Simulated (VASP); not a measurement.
Data:

```yaml
crystal:
  lattice:
    - [0.00000, 3.04927, 3.04927]
    - [3.04927, 0.00000, 3.04927]
    - [12.18773, 12.18773, 0.00936]
  atoms:
    - { symbol: Hg, position: [0.00047, 0.00047, 0.99965] }
    - { symbol: Se, position: [0.24835, 0.24835, 0.06373] }
    - { symbol: Se, position: [0.25006, 0.25006, 0.31245] }
    - { symbol: Se, position: [0.25040, 0.25040, 0.56220] }
    - { symbol: Se, position: [0.25186, 0.25186, 0.81110] }
    - { symbol: Cd, position: [0.99866, 0.99866, 0.25100] }
    - { symbol: Cd, position: [0.99994, 0.99994, 0.50005] }
    - { symbol: Cd, position: [0.00026, 0.00026, 0.74981] }
```

All values below come from PBEsol GGA, VASP's PBE PAW potentials (set 64) (plane waves; VASP). Numerical set-up: 400 eV cut-off, Gaussian smearing of 0.050 eV, potentials Hg Se Cd.

**Question.** Give the energies of bands 27 to 40 at the high-symmetry points, in eV from the Fermi level.

**Answer.** 
```json
[
 {"band": "27", "Γ": "-2.71", "T": "-1.66", "H2": "-4.22", "L": "-4.27", "S0": "-4.22", "F": "-4.24"},
 {"band": "28", "Γ": "-0.92", "T": "-1.24", "H2": "-4.20", "L": "-4.15", "S0": "-4.20", "F": "-4.13"},
 {"band": "29", "Γ": "-0.92", "T": "-0.86", "H2": "-2.77", "L": "-2.26", "S0": "-2.77", "F": "-2.24"},
 {"band": "30", "Γ": "-0.61", "T": "-0.86", "H2": "-2.71", "L": "-2.22", "S0": "-2.68", "F": "-2.14"},
 {"band": "31", "Γ": "-0.61", "T": "-0.76", "H2": "-2.58", "L": "-1.93", "S0": "-2.62", "F": "-2.06"},
 {"band": "32", "Γ": "-0.46", "T": "-0.76", "H2": "-2.46", "L": "-1.87", "S0": "-2.45", "F": "-2.03"},
 {"band": "33", "Γ": "-0.46", "T": "-0.33", "H2": "-1.67", "L": "-1.52", "S0": "-1.70", "F": "-1.56"},
 {"band": "34", "Γ": "-0.07", "T": "-0.33", "H2": "-1.61", "L": "-1.37", "S0": "-1.58", "F": "-1.46"},
 {"band": "35", "Γ": "-0.03", "T": "-0.04", "H2": "-1.52", "L": "-1.15", "S0": "-1.55", "F": "-0.87"},
 {"band": "36", "Γ": "0.00", "T": "-0.04", "H2": "-1.47", "L": "-0.99", "S0": "-1.44", "F": "-0.87"},
 {"band": "37", "Γ": "0.00", "T": "0.89", "H2": "3.11", "L": "2.30", "S0": "3.11", "F": "1.81"},
 {"band": "38", "Γ": "1.56", "T": "1.33", "H2": "3.72", "L": "2.76", "S0": "3.72", "F": "2.89"},
 {"band": "39", "Γ": "1.97", "T": "1.87", "H2": "3.92", "L": "3.13", "S0": "3.91", "F": "3.15"},
 {"band": "40", "Γ": "2.05", "T": "2.08", "H2": "4.05", "L": "3.23", "S0": "4.06", "F": "3.40"}
]
```

It has no gap at this level: it comes out as a metal or semimetal.

The structure was generated: Cd3HgSe4 was put into an ordered model structure (R3m), which need not be its known phase. It was relaxed first.
